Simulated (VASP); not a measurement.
An input for Quantum ESPRESSO's pw.x (written as the equivalent of a VASP run, and not itself run):

```
&CONTROL
  calculation = 'vc-relax'
  pseudo_dir = './pseudo'
  outdir = './out'
  tprnfor = .true.
  tstress = .true.
  nstep = 60
  forc_conv_thr = 0.00039
/
&SYSTEM
  ibrav = 0
  nat = 2
  ntyp = 2
  ecutwfc = 82.3
  occupations = 'smearing'
  smearing = 'gaussian'
  degauss = 0.003675
  input_dft = 'vdw-df2'
/
&ELECTRONS
  conv_thr = 7.3e-08
  electron_maxstep = 100
/
&IONS
/
&CELL
/
ATOMIC_SPECIES
  Sn 118.710 Sn.upf
  Te 127.600 Te.upf
CELL_PARAMETERS angstrom
     0.0000000    3.3357087    3.3357087
     3.3357087   -0.0000000    3.3357087
     3.3357087    3.3357087    0.0000000
ATOMIC_POSITIONS crystal
  Sn   0.0000000  1.0000000  1.0000000
  Te   0.5000000  0.5000000  0.5000000
K_POINTS automatic
  6 6 6 0 0 0
```

### Question
Write the VASP files for the same calculation (vdW-DF2).

### Answer
Several could match; the one computed here: 
POSCAR:
```
SnTe
1
    0.0000000000     3.3357086576     3.3357086576
    3.3357086576    -0.0000000000     3.3357086576
    3.3357086576     3.3357086576     0.0000000000
Sn Te
1 1
Direct
  0.0000000000   1.0000000000   1.0000000000
  0.5000000000   0.5000000000   0.5000000000
```

### INCAR
```
SYSTEM = SnTe
PREC = Accurate; ENCUT = 520; LREAL = .FALSE.
LASPH = .TRUE.
EDIFF = 1E-6; NELM = 100; ALGO = Normal
LMAXMIX = 4
ISMEAR = 0; SIGMA = 0.05
GGA = ML; LUSE_VDW = .TRUE.; AGGAC = 0.0
ZAB_VDW = -1.8867
IBRION = 2; NSW = 60; ISIF = 3
EDIFFG = -0.01
LWAVE = .FALSE.; LCHARG = .FALSE.
```

File KPOINTS:
```
K-points
0
G
 6 6 6
```

POTCAR, in this order: Sn_d Te (PBE.64 set). Program: vasp_std.

The two are equivalent in intent, not identical: the potentials are each code's own (VASP's PAW set, PseudoDojo norm-conserving files in pw.x), so ENCUT and ecutwfc are chosen apart and not converted; conv_thr bounds pw.x's estimated SCF error, while EDIFF bounds the energy change between steps; forc_conv_thr acts on force components and is met together with etot_conv_thr.

The compound is SnTe in the rock salt structure, which distorts at low temperature. It was relaxed first, which changed the volume by +18 %. The start is the result of an earlier pass.
